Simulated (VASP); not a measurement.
An input for Quantum ESPRESSO's pw.x (written as the equivalent of a VASP run, and not itself run):

```
&CONTROL
  calculation = 'vc-relax'
  pseudo_dir = './pseudo'
  outdir = './out'
  tprnfor = .true.
  tstress = .true.
  nstep = 60
  forc_conv_thr = 0.00039
/
&SYSTEM
  ibrav = 0
  nat = 2
  ntyp = 1
  ecutwfc = 78
  occupations = 'smearing'
  smearing = 'methfessel-paxton'
  degauss = 0.00735
  input_dft = 'vdw-df-ob86'
/
&ELECTRONS
  conv_thr = 7.3e-08
  electron_maxstep = 100
/
&IONS
/
&CELL
/
ATOMIC_SPECIES
  Ge 72.630 Ge.upf
CELL_PARAMETERS angstrom
    -0.0000000    2.8557598    2.8557598
     2.8557598    0.0000000    2.8557598
     2.8557598    2.8557598    0.0000000
ATOMIC_POSITIONS crystal
  Ge   0.0000000  0.0000000  0.0000000
  Ge   0.2500000  0.2500000  0.2500000
K_POINTS automatic
  10 10 10 0 0 0
```

Problem. Translate this input to VASP (INCAR, KPOINTS, POSCAR, choice of POTCAR).

Solution. One answer among several that fit: 
File KPOINTS:
```
Automatic
0
G
 10 10 10
```

### INCAR
```
SYSTEM  =  Ge
PREC  =  Accurate; ENCUT  =  520; LREAL  =  .FALSE.
LASPH  =  .TRUE.
EDIFF  =  1E-6; NELM  =  100; ALGO  =  Normal
LMAXMIX  =  4
ISMEAR  =  1; SIGMA  =  0.1
GGA  =  MK; LUSE_VDW  =  .TRUE.; AGGAC  =  0.0
PARAM1  =  0.1234; PARAM2  =  1.0
IBRION  =  2; NSW  =  60; ISIF  =  3
EDIFFG  =  -0.01
LWAVE  =  .FALSE.; LCHARG  =  .FALSE.
```

File POSCAR:
```
Ge
1.0
  0.0000000000   2.8557598253   2.8557598253
  2.8557598253   0.0000000000   2.8557598253
  2.8557598253   2.8557598253   0.0000000000
Ge
2
direct
  0.0000000000   0.0000000000   0.0000000000
  0.2500000000   0.2500000000   0.2500000000
```

POTCAR, in this order: Ge_d (PBE.64 set). Program: vasp_std.

The two are equivalent in intent, not identical: the potentials are each code's own (VASP's PAW set, PseudoDojo norm-conserving files in pw.x), so ENCUT and ecutwfc are chosen apart and not converted; conv_thr bounds pw.x's estimated SCF error, while EDIFF bounds the energy change between steps; forc_conv_thr acts on force components and is met together with etot_conv_thr.

The compound is Ge in the diamond structure. This run relaxes it. Symmetry was kept, so distortions that lower it aren't found. The start is the result of an earlier pass.
